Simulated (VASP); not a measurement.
An input for Ansatz (written as the equivalent of a VASP run, and not itself run):

Ansatz 0.2 input:
```yaml
crystal:
  lattice:
    - [3.7282999, 0.0000000, 0.0000000]
    - [0.0000000, 3.7282999, 0.0000000]
    - [0.0000000, 0.0000000, 3.7282999]
  atoms:
    - { symbol: Y, position: [0.0000000, 0.0000000, 0.0000000] }
    - { symbol: Te, position: [0.5000000, 0.5000000, 0.5000000] }
kpoints:
  mp_grid: { grid: [11, 11, 11] }
hamiltonian:
  xc: pbesol
  pseudopotentials: { kind: paw }
scf:
  occupations: { method: tetrahedron }
  max_iter: 100
output: { forces: true, stress: true, eigenvalues: true }
```

### Question
Write the VASP files for the same calculation (PBEsol).

### Answer
This is not unique; one that fits is 
**INCAR**
```
SYSTEM  =  YTe
PREC  =  Accurate; ENCUT  =  400; LREAL  =  .FALSE.
LASPH  =  .TRUE.
EDIFF  =  1E-7; NELM  =  100; ALGO  =  Normal
LMAXMIX  =  4
ISMEAR  =  -5
GGA  =  PS
ISIF  =  2
LWAVE  =  .FALSE.; LCHARG  =  .TRUE.; LORBIT  =  11
NEDOS  =  601
```

File KPOINTS:
```
Automatic mesh
0
Gamma
11 11 11
0 0 0
```

File POSCAR:
```
YTe
1
    3.7282999475    -0.0000000000    -0.0000000000
   -0.0000000000     3.7282999475    -0.0000000000
    0.0000000000    -0.0000000000     3.7282999475
Y Te
1 1
Direct
  0.0000000000   0.0000000000   0.0000000000
  0.5000000000   0.5000000000   0.5000000000
```

POTCAR, in this order: Y_sv Te (PBE.64 set). Program: vasp_std.

Limits of the translation: each code has its own PAW files, so the cut-off isn't converted (ENCUT is set for VASP's; basis.ecutwfc is left out, and Ansatz then takes the one that its files recommend); Ansatz stops its SCF on the density residual and VASP on the energy change (EDIFF).

The structure was generated: YTe was put into the CsCl type type (Pm-3m), which need not be its known phase. It was relaxed first, which changed the volume by -33 %.
